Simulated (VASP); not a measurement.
Consider the following.

```yaml
crystal:
  lattice:
    - [3.26696, 0.00000, 0.00000]
    - [0.00000, 3.26696, 0.00000]
    - [0.00000, 0.00000, 5.04998]
  atoms:
    - { symbol: Zr, position: [0.00000, 0.50000, 0.50000] }
    - { symbol: Zr, position: [0.50000, 0.00000, 0.00000] }
    - { symbol: H, position: [0.50000, 0.50000, 0.25000] }
    - { symbol: H, position: [0.50000, 0.50000, 0.75000] }
```

Computed with PBEsol GGA, VASP's PBE PAW potentials (set 64) (plane waves; VASP). Settings: 300 eV cut-off, 7×7×5 Γ-centred mesh, Fermi-Dirac smearing of 0.050 eV, potentials Zr_sv H.

At this cut-off the stress carries a Pulay error, which pulls relaxed volumes low.

**Question.** Give the stress tensor in GPa (positive for a compressed cell).

**Answer.** 
```
-7.40   0.00   0.00
 0.00  -7.40   0.00
 0.00   0.00  -7.66
```
The pressure is its mean diagonal, -7.49 GPa.

The structure comes from a computed database's ZrH entry (P4_2/mmc); how it stands against other phases isn't given here. The cell was not relaxed at this level.
